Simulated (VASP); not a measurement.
```xyz
3
Lattice="0.0000 2.6662 2.6662 2.6662 0.0000 2.6662 2.6662 2.6662 0.0000" Properties=species:S:1:pos:R:3 pbc="T T T"
Cd     0.0000     0.0000     0.0000
F      1.3331     1.3331     1.3331
F      3.9993     3.9993     3.9993
```

Level of theory: optB88-vdW, VASP's PBE PAW potentials (set 64) (plane waves; VASP 6.6.1). Numerical set-up: 520 eV cut-off, 7×7×7 Γ-centred mesh, Gaussian smearing of 0.050 eV, potentials Cd F.

Problem. Give the stress tensor in GPa (positive for a compressed cell).

Solution. 
```
7.63  0.00  0.00
0.00  7.63  0.00
0.00  0.00  7.63
```
The pressure is its mean diagonal, 7.63 GPa.

The compound is CdF2 in the fluorite structure. This cell is one point of a volume scan, at 0.94 of the reference volume.
